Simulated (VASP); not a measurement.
An input for Ansatz (written as the equivalent of a VASP run, and not itself run):

Ansatz 0.2 input:
```yaml
crystal:
  lattice:
    - [0.0000000, 2.8300000, 2.8300000]
    - [2.8300000, 0.0000000, 2.8300000]
    - [2.8300000, 2.8300000, 0.0000000]
  atoms:
    - { symbol: Al, position: [0.0000000, 0.0000000, 0.0000000] }
    - { symbol: As, position: [0.2500000, 0.2500000, 0.2500000] }
kpoints:
  mp_grid: { grid: [7, 7, 7] }
hamiltonian:
  xc: rpbe
  pseudopotentials: { kind: paw }
scf:
  occupations: { method: gaussian, width: 0.05 }
  max_iter: 100
relax:
  max_steps: 60
  f_tol: 0.01
  cell: {}
output: { forces: true, stress: true, eigenvalues: true }
```

Write the VASP files for the same calculation (RPBE).

One answer among several that fit: 
### POSCAR
```
AlAs
1
    0.0000000000     2.8300000000     2.8300000000
    2.8300000000     0.0000000000     2.8300000000
    2.8300000000     2.8300000000     0.0000000000
Al As
1 1
Direct
  0.0000000000   0.0000000000   0.0000000000
  0.2500000000   0.2500000000   0.2500000000
```

KPOINTS:
```
Automatic mesh
0
Gamma
7 7 7
0 0 0
```

### INCAR
```
SYSTEM = AlAs
PREC = Accurate
ENCUT = 520
EDIFF = 1E-6
NELM = 100
ALGO = Normal
LREAL = .FALSE.
LASPH = .TRUE.
ISMEAR = 0
SIGMA = 0.05
GGA = RP
LMAXMIX = 4
LWAVE = .FALSE.
LCHARG = .FALSE.
IBRION = 2
ISIF = 3
NSW = 60
EDIFFG = -0.01
```

POTCAR, in this order: Al As (PBE.64 set). Program: vasp_std.

What does not carry over: each code has its own PAW files, so the cut-off isn't converted (ENCUT is set for VASP's; basis.ecutwfc is left out, and Ansatz then takes the one that its files recommend); Ansatz stops its SCF on the density residual and VASP on the energy change (EDIFF).

The compound is AlAs in the zinc blende structure. This run relaxes it. Symmetry was kept, so distortions that lower it aren't found.
